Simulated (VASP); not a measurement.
# Pd: cell size against the level of theory, part 2 of 2

Which functional gives the lattice of Pd as experiment finds it, and is a dearer one worth its cost? The start is a cell from a database of measured crystal structures.

VASP 6.6.1, plane waves and PAW; the level of theory is named at each step.

Still holding for the runs below: The k-mesh is coarse for a metal.

So far, final volume (Å³): step 2 (relaxation, level PBE) 15.3; step 3 (relaxation, level LDA) 14.2.

**4. Relaxation with r2SCAN**

This step: r2SCAN; plane waves and PAW (Pd) (VASP 6.6.1).

r2SCAN adds the kinetic-energy density, costs more than a GGA and is run with LASPH.

Contents of INCAR:

```
SYSTEM = Pd
PREC = Accurate
ENCUT = 520
EDIFF = 1E-06
NELM = 100
ISMEAR = -1
SIGMA = 0.05
LREAL = .FALSE.
ALGO = Normal
METAGGA = R2SCAN
LASPH = .TRUE.
NBANDS = 11
LORBIT = 11
LWAVE = .FALSE.
LCHARG = .FALSE.
KPAR = 2
IBRION = 2
NSW = 60
ISIF = 3
EDIFFG = -0.01
```

Contents of POSCAR:

```
Pd
1.0
    0.0000000000      1.9500000000      1.9500000000
    1.9500000000      0.0000000000      1.9500000000
    1.9500000000      1.9500000000      0.0000000000
Pd
1
Direct
    0.0000000000      0.0000000000      0.0000000000
```

Contents of KPOINTS:

```
Automatic mesh
0
Gamma
10 10 10
0 0 0
```

Potentials, in the order of the species: Pd (PBE family, release 64).

The run is started by

```console
mpirun -np 2 vasp_std
```

The program printed:

```text
[banner, memory and clock lines left out]
running    2 mpi-ranks, on    1 nodes
[...]
[... a notice as in an earlier step ...]

 LDA part: xc-table for (None), standard interpolation
 POSCAR, INCAR and KPOINTS ok, starting setup
[...]
entering main loop
       N       E                     dE             d eps       ncg     rms          rms(c)
DAV:   1     0.251458268131E+02    0.25146E+02   -0.53815E+03  1042   0.899E+02
DAV:   2    -0.254360593022E+02   -0.50582E+02   -0.48872E+02  1139   0.191E+02
DAV:   3    -0.260613224876E+02   -0.62526E+00   -0.62294E+00  1294   0.227E+01
DAV:   4    -0.260634919776E+02   -0.21695E-02   -0.21692E-02  1223   0.139E+00
[...]
DAV:  10    -0.229670931226E+02   -0.58960E-04   -0.87286E-04  1221   0.271E-01    0.534E-02
DAV:  11    -0.229670601802E+02    0.32942E-04   -0.13940E-04  1159   0.924E-02    0.124E-02
DAV:  12    -0.229670592490E+02    0.93113E-06   -0.17683E-06  1149   0.134E-02
   1 F= -.22967059E+02 E0= -.22959890E+02  d E =-.229671E+02
[...]
DAV:   5    -0.229659783538E+02    0.77108E-04   -0.25259E-04  1165   0.129E-01    0.214E-02
DAV:   6    -0.229659880997E+02   -0.97460E-05   -0.27838E-05  1219   0.518E-02    0.719E-03
DAV:   7    -0.229659885027E+02   -0.40293E-06   -0.27086E-06   729   0.132E-02
   2 F= -.22965989E+02 E0= -.22958433E+02  d E =0.107075E-02
 trial-energy change:    0.001071  1 .order    0.001027   -0.003633    0.005686
 step:   0.3831(harm=  0.3898)  dis= 0.00000  next Energy=   -22.967753 (dE=-0.693E-03)
[...]
N       E                     dE             d eps       ncg     rms          rms(c)
DAV:   1    -0.229931169702E+02   -0.27129E-01   -0.48104E-01  1058   0.662E+00    0.107E+00
DAV:   2    -0.229674722441E+02    0.25645E-01   -0.13185E-01  1064   0.269E+00    0.233E-01
DAV:   3    -0.229676506823E+02   -0.17844E-03   -0.42467E-04  1197   0.201E-01    0.156E-01
DAV:   4    -0.229677351815E+02   -0.84499E-04   -0.64560E-04  1427   0.104E-01    0.364E-02
DAV:   5    -0.229677099012E+02    0.25280E-04   -0.98477E-05  1150   0.844E-02    0.117E-02
DAV:   6    -0.229677092054E+02    0.69579E-06   -0.14965E-06  1227   0.119E-02
   3 F= -.22967709E+02 E0= -.22960394E+02  d E =-.649956E-03
[...]
reached required accuracy - stopping structural energy minimisation
```

Elapsed: 26 s, on 2 MPI ranks of Intel Xeon Platinum 8488C (Sapphire Rapids), shared host; peak memory 0.27 GiB; 51 s of CPU time.

OUTCAR, selected parts (step 4):

```text
  Total        0.0082563      0.0082563      0.0082563     -0.0000000     -0.0000000      0.0000000
  in kB        0.8842030      0.8842030      0.8842030     -0.0000000     -0.0000000      0.0000000
  external PRESSURE =       0.8842030 kB  Pullay stress =       0.0000000 kB

 POSITION                                       TOTAL-FORCE (eV/Angst)
 -----------------------------------------------------------------------------------
      0.00000      0.00000      0.00000         0.000000      0.000000     -0.000000
 -----------------------------------------------------------------------------------
    total drift:                               -0.000000      0.000000     -0.000000

  FREE ENERGIE OF THE ION-ELECTRON SYSTEM (eV)
  ---------------------------------------------------
  free  energy   TOTEN  =       -22.9677092054 eV

  energy  without entropy=      -22.9530792018  energy(sigma->0) =      -22.96039420

[... 2 parts as in an earlier step ...]

[... 2 further parts left out ...]
[key lines of the parts left out:]
E-fermi :   9.3844
```

The PAW data sets were made with PBE, which is usual practice but a small mismatch for other functionals.

Relaxation path:

| step | energy less that of the first step (eV) | largest force (eV/Å) | pressure (GPa) | volume (Å³) |
| --- | --- | --- | --- | --- |
| 1 | 0.0000 | 0.0000 | 1.71 | 14.83 |
| 2 | 0.0011 | 0.0000 | -2.62 | 15.17 |
| 3 | -0.0007 | 0.0000 | 0.09 | 14.96 |

| conventional cell, symmetrised | before | after | change |
| --- | --- | --- | --- |
| a (Å) | 3.900 | 3.911 | +0.3 % |
| b (Å) | 3.900 | 3.911 | +0.3 % |
| c (Å) | 3.900 | 3.911 | +0.3 % |
| volume (Å³/atom) | 14.83 | 14.96 | +0.9 % |

Final coordinates:

```xyz
1
Lattice="0.0000 1.9557 1.9557 1.9557 0.0000 1.9557 1.9557 1.9557 0.0000" Properties=species:S:1:pos:R:3 pbc="T T T"
Pd    0.0000    0.0000    0.0000
```

It ends at 14.96 Å³/atom, +0.9 % from the start, with 0.09 GPa left. The conventional cell has a = 3.911 Å.

**5. Relaxation with PBE + D3(BJ)**

This step: PBE with D3(BJ); plane waves and PAW (Pd) (VASP 6.6.1).

A dispersion term adds the long-range attraction that semilocal functionals lack. D3 with Becke-Johnson damping keeps a finite attraction at short range.

INCAR: that of step 4 with these lines changed.

```diff
@@ -9,5 +9,6 @@
 ALGO = Normal
-METAGGA = R2SCAN
+GGA = PE
+IVDW = 12
+NBANDS = 11
 LASPH = .TRUE.
-NBANDS = 11
 LORBIT = 11
```

POSCAR is that of step 4.

KPOINTS is that of step 4.

The run is started by

```console
mpirun -np 2 vasp_std
```

The program printed:

```text
[... set-up lines as in an earlier step ...]
 entering main loop
       N       E                     dE             d eps       ncg     rms          rms(c)
[... 11 cycles as in an earlier step ...]
   1 F= -.58945381E+01 E0= -.58869924E+01  d E =-.589454E+01
[...]
N       E                     dE             d eps       ncg     rms          rms(c)
DAV:   1    -0.529226896179E+01   -0.62088E-01   -0.15124E+00  1154   0.120E+01    0.198E+00
DAV:   2    -0.521116582105E+01    0.81103E-01   -0.35278E-01  1247   0.470E+00    0.427E-01
DAV:   3    -0.521050147668E+01    0.66434E-03   -0.48935E-03  1395   0.452E-01    0.256E-01
DAV:   4    -0.521062925938E+01   -0.12778E-03   -0.98760E-04  1233   0.242E-01    0.298E-02
DAV:   5    -0.521062382013E+01    0.54392E-05   -0.15146E-05  1253   0.341E-02    0.129E-02
DAV:   6    -0.521062471775E+01   -0.89762E-06   -0.12017E-06  1315   0.756E-03
   2 F= -.58932509E+01 E0= -.58860814E+01  d E =0.128718E-02
 trial-energy change:    0.001287  1 .order    0.001457   -0.004642    0.007556
 step:   0.4006(harm=  0.3806)  dis= 0.00000  next Energy=    -5.895479 (dE=-0.941E-03)
[...]
N       E                     dE             d eps       ncg     rms          rms(c)
DAV:   1    -0.525340415192E+01   -0.42780E-01   -0.55258E-01  1187   0.726E+00    0.115E+00
DAV:   2    -0.522406384439E+01    0.29340E-01   -0.13489E-01  1205   0.284E+00    0.321E-01
DAV:   3    -0.522386281812E+01    0.20103E-03   -0.11384E-03  1372   0.224E-01    0.192E-01
DAV:   4    -0.522387509388E+01   -0.12276E-04   -0.30738E-04  1229   0.122E-01    0.900E-03
DAV:   5    -0.522387788191E+01   -0.27880E-05   -0.29136E-06  1322   0.124E-02    0.660E-03
DAV:   6    -0.522387935779E+01   -0.14759E-05   -0.37862E-07  1102   0.526E-03    0.498E-04
DAV:   7    -0.522387937508E+01   -0.17288E-07   -0.86601E-09   784   0.852E-04
   3 F= -.58954769E+01 E0= -.58880828E+01  d E =-.938863E-03
[...]
reached required accuracy - stopping structural energy minimisation
```

Wall time 7.4 s (2 MPI ranks); peak memory 0.28 GiB; 14 s of CPU time.

From OUTCAR (step 5):

```text
 Edisp (eV)   -0.68263

 Edisp (eV)   -0.67160

  Total       0.00196     0.00196     0.00196    -0.00000    -0.00000    -0.00000
  in kB       0.21343     0.21343     0.21343    -0.00000    -0.00000    -0.00000
  external pressure =        0.21 kB  Pullay stress =        0.00 kB

 POSITION                                       TOTAL-FORCE (eV/Angst)
 -----------------------------------------------------------------------------------
      0.00000      0.00000      0.00000        -0.000000     -0.000000     -0.000000
 -----------------------------------------------------------------------------------
    total drift:                               -0.000000      0.000000     -0.000000

  FREE ENERGIE OF THE ION-ELECTRON SYSTEM (eV)
  ---------------------------------------------------
  free  energy   TOTEN  =        -5.8954769329 eV

  energy  without entropy=       -5.8806886970  energy(sigma->0) =       -5.88808281

[... 2 parts as in an earlier step ...]

[... 2 further parts left out ...]
[key lines of the parts left out:]
E-fermi :   9.8854
```

Dispersion corrections of this kind ignore metallic screening and tend to overbind metals.

The steps of the relaxation:

| step | energy less that of the first step (eV) | largest force (eV/Å) | pressure (GPa) | volume (Å³) |
| --- | --- | --- | --- | --- |
| 1 | 0.0000 | 0.0000 | -1.93 | 14.83 |
| 2 | 0.0013 | 0.0000 | 3.23 | 14.45 |
| 3 | -0.0009 | 0.0000 | 0.02 | 14.68 |

| conventional cell, symmetrised | before | after | change |
| --- | --- | --- | --- |
| a (Å) | 3.900 | 3.887 | -0.3 % |
| b (Å) | 3.900 | 3.887 | -0.3 % |
| c (Å) | 3.900 | 3.887 | -0.3 % |
| volume (Å³/atom) | 14.83 | 14.68 | -1.0 % |

Final coordinates:

```xyz
1
Lattice="0.0000 1.9433 1.9433 1.9433 0.0000 1.9433 1.9433 1.9433 0.0000" Properties=species:S:1:pos:R:3 pbc="T T T"
Pd    0.0000    0.0000    0.0000
```

It ends at 14.68 Å³/atom, -1.0 % from the start, with 0.02 GPa left. The conventional cell has a = 3.887 Å. Against plain PBE, the dispersion term moves a by -1.4 %.

**6. The cells as a table**

This step: relaxed cells at several levels; plane waves and PAW (VASP 6.6.1).

No new run; the numbers come from the runs before.

Lengths are those of the conventional cell; cost is the wall time of each run, as given at its step, times its ranks, without the set-up around it. Results by level, by row:

| level | volume (Å³/atom) | change from the start (%) | a (Å) | cost (core minutes) |
| --- | --- | --- | --- | --- |
| PBE | 15.29 | 3.1 | 3.94 | 0.253 |
| LDA | 14.18 | -4.4 | 3.842 | 0.24 |
| r2SCAN | 14.96 | 0.9 | 3.911 | 0.867 |
| PBE + D3(BJ) | 14.68 | -1 | 3.887 | 0.247 |

**7. Outcome**

- volume, PBE: 15.29 Å³/atom
- volume, LDA: 14.18 Å³/atom
- volume, r2SCAN: 14.96 Å³/atom
- volume, PBE + D3(BJ): 14.68 Å³/atom

What this shows: For Pd the levels give volumes between 14.18 Å³/atom (LDA) and 15.29 Å³/atom (PBE), a spread of 7.8 %, while the cost of the finished runs spans a factor of 3.6. Within 1 % of experiment on every length: r2SCAN and PBE + D3(BJ). The nearest, PBE + D3(BJ), is among the cheap ones. Thermal and zero-point expansion, often some tenths of a per cent in length, bear on this order: with the measured lengths lowered by an assumed 0.4 % the nearest is still PBE + D3(BJ). The costs hold the number of ionic steps as well as the price of the functional. Adding D3(BJ) to PBE changes the volume by -4.0 % (a by -1.4 %). Pairwise corrections of the D and TS kind ignore the screening in a metal, so they may overbind here. Within 0.02 Å all end in space group Fm-3m; the runs can't lower the symmetry of the start. The k-sampling is coarse for a metal, so the Fermi level, pressures and the shape of the cell carry errors. Each is a single relaxation on the plane waves of the start cell, so larger changes of volume carry a basis-set error that was not tested here.

Computed beside measured:

| quantity | measured | PBE | LDA | r2SCAN | PBE + D3(BJ) |
| --- | --- | --- | --- | --- | --- |
| lattice constant a (Å) | 3.8902 | 3.940 (+1.3 %) | 3.842 (-1.2 %) | 3.911 (+0.5 %) | 3.887 (-0.1 %) |

Measured values from arxiv:2204.14071 (2022).

**Verdict.** For the lattice constant a, of the levels listed nearest comes PBE + D3(BJ) (-0.1 %, good agreement) and farthest PBE (+1.3 %, fair agreement). The grades are ours: good and fair within 0.7 and 1.5 % for the lattice constant a. Zero-point motion and thermal expansion (measured at up to 293.15 K) are not in the computed lattice constants.

[Lines on the potential files, build, host, timing and source positions are cut from VASP's logs without a mark.]

[Logs are printed without paths, hosts, clocks, repeated set-up lines and the standing remarks that a program may print on its own settings, such as how far it seeks lower states.]

[Hosts, paths, dates, database ids (printed as entryN), source tags and the programs' standing remarks are cut or masked in the printed files.]

[A measured line is paired with the nearest computed mode of its activity, which favours agreement.]
